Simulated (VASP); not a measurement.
A convergence study with VASP on HfO2 (fluorite): one setting is varied, all else stays as given below, so the limit is that of these other settings. ε∞ is the independent-particle value.

```xyz
3
Lattice="0.0000 2.5400 2.5400 2.5400 0.0000 2.5400 2.5400 2.5400 0.0000" Properties=species:S:1:pos:R:3 pbc="T T T"
Hf     0.0000     0.0000     0.0000
O      1.2700     1.2700     1.2700
O      3.8100     3.8100     3.8100
```

Level of theory: PBE GGA, VASP's PBE PAW potentials (set 64) (plane waves; VASP). The tightest run used: 700 eV cut-off, 6×6×6 Γ-centred mesh, Gaussian smearing of 0.050 eV, potentials Hf_pv O.

The reference is NBANDS = 139, which took about 3 core-minutes. Times come from single runs on busy shared machines, so they are rough: good to a factor of about 2.

Problem. Of the settings NBANDS = 12; NBANDS = 13; NBANDS = 15; NBANDS = 19; NBANDS = 27; NBANDS = 43; NBANDS = 75; NBANDS = 139, which is the lowest that keeps the difference from the reference in mean ε∞ within 0.3 from there on, and what does it cost?

Solution. NBANDS = 27; its cost over the reference is about 1/5.
| setting | difference in mean ε∞ | cost over the reference |
|---|---|---|
| NBANDS = 12 | 3.43 | about 1/8 |
| NBANDS = 13 | 2.74 | about 1/7 |
| NBANDS = 15 | 1.12 | about 1/6 |
| NBANDS = 19 | 0.43 | about 1/5 |
| NBANDS = 27 | 0.08 | about 1/5 |
| NBANDS = 43 | 0.02 | about 1/3 |
| NBANDS = 75 | 0.00 | within a factor of 2 |
| NBANDS = 139 | 0.00 | reference |

Left out are rungs that failed or repeat a setting and relaxations that didn't move; long series are thinned to 24 rows.

The compound is HfO2 in the fluorite structure, the high-temperature cubic form, which is unstable at 0 K; the monoclinic form is the stable one. The cell was not relaxed at this level.
